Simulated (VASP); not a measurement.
Method: rev-vdW-DF2, VASP's PBE PAW potentials (set 64) (plane waves; VASP 6.6.1).

A VASP calculation is set up with these files.

**POSCAR**
```
Re
1
    1.3824682418    -2.3945051197     0.0000000000
    1.3824682418     2.3945051197     0.0000000000
    0.0000000000     0.0000000000     4.4736035563
Re
2
Direct
  0.3333330000   0.6666670000   0.2500000000
  0.6666670000   0.3333330000   0.7500000000
```

INCAR:
```
SYSTEM = Re
PREC = Accurate
ENCUT = 520
EDIFF = 1E-7
NELM = 100
ALGO = Normal
LREAL = .FALSE.
LASPH = .TRUE.
ISMEAR = -5
GGA = MK
PARAM1 = 0.1234568
PARAM2 = 0.7114
ZAB_VDW = -1.8867
LUSE_VDW = .TRUE.
AGGAC = 0.0
LMAXMIX = 6
LWAVE = .FALSE.
LCHARG = .TRUE.
LORBIT = 11
NEDOS = 601
ISIF = 2
```

**KPOINTS**
```
Regular mesh
0
gamma
 17 17 9
```

POTCAR, in this order: Re (PBE.64 set). Program: vasp_std.

Unless said otherwise, spin-orbit coupling is left out, though it shifts the bands of the heavy elements here.

Question: Estimate the energy per atom (σ→0), band gap (on the k-mesh).

Answer: 
energy per atom (σ→0): -1006.0 kJ/mol-atom
band gap (on the k-mesh): none (metal, semimetal or under 0.01 eV)

OSZICAR:
```
...
DAV:   9    -0.208530003710E+02    0.68144E-03   -0.49253E-04  6728   0.190E-01    0.377E-02
DAV:  10    -0.208530359711E+02   -0.35600E-04   -0.49131E-05  6014   0.677E-02    0.753E-03
DAV:  11    -0.208530307503E+02    0.52208E-05   -0.95902E-07  5925   0.170E-02    0.284E-03
DAV:  12    -0.208530288447E+02    0.19056E-05   -0.33761E-08  3312   0.585E-03    0.118E-03
DAV:  13    -0.208530290731E+02   -0.22840E-06   -0.13058E-08  3255   0.450E-03    0.864E-04
DAV:  14    -0.208530291932E+02   -0.12013E-06   -0.89524E-09  2997   0.469E-03    0.726E-04
DAV:  15    -0.208530292070E+02   -0.13809E-07   -0.68214E-09  2910   0.273E-03
   1 F= -.20853029E+02 E0= -.20853029E+02  d E =0.000000E+00
```

The compound is Re in the hcp structure. It was relaxed first.
